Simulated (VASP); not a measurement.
OCSeSbH, 5 atoms in the cell. The cell holds a molecule in a box, 5 atoms: a = 12.000 Å, b = 13.000 Å, c = 11.000 Å, α = 90.00°, β = 90.00°, γ = 90.00°.  The cell isn't the ideal one: atoms moved at random, drawn with an rms of 0.05 Å.

* Program: VASP 6.6.1
* Task: single point
* Functional: PBE
* Potentials or basis: VASP PAW PBE potentials, release 64 (O, C, Se, Sb, H)
* Cutoff: 520 eV
* k mesh: 1 × 1 × 1
* Occupations: gaussian, width 0.01 eV
* Spin: no spin polarisation
* Further INCAR settings: ALGO = Normal; EDIFF = 1e-06

Potentials or basis: VASP PAW PBE potentials, release 64 (O, C, Se, Sb, H).

Command:

```bash
$ cat potpaw_PBE.64/O/POTCAR potpaw_PBE.64/C/POTCAR potpaw_PBE.64/Se/POTCAR potpaw_PBE.64/Sb/POTCAR potpaw_PBE.64/H/POTCAR > POTCAR
$ mpirun -np 1 vasp_gam > vasp.out
```

Hardware: 1 thread of AMD EPYC 9R45 (Zen 5), with other jobs on the host.

Question: Estimate the wall time of this run.

Answer: It took 87 s on 1 thread of AMD EPYC 9R45 (Zen 5), on a shared host, peak memory 1.3 GiB. Counts: scf iterations 24, k points 1.
